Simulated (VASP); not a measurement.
Input:

```yaml
crystal:
  lattice:
    - [-1.46344, 1.46344, 1.46344]
    - [1.46344, -1.46344, 1.46344]
    - [1.46344, 1.46344, -1.46344]
  atoms:
    - { symbol: V, position: [0.00000, 0.00000, 0.00000] }
```

The numbers are results of LDA (Ceperley-Alder, Perdew-Zunger), VASP's LDA PAW potentials (set 64) (plane waves; VASP), not measurements. Settings: 520 eV cut-off, 19×19×19 Γ-centred mesh, tetrahedra with Blöchl corrections, potentials V_sv.

Estimate the energy per atom (σ→0), band gap (on the k-mesh) with the smallest direct gap where there is one.

```
Property                                                    Result
------------------------  ----------------------------------------
band gap (on the k-mesh)  none (metal, semimetal or under 0.01 eV)
energy per atom (σ→0)                               -9.950 eV/atom
```

The absolute energy has meaning only against runs of the same code, potentials and settings.

The compound is V in the bcc structure. It was relaxed first, which changed the volume by -10 %. The run is not spin-polarised, so no magnetic state was tried.
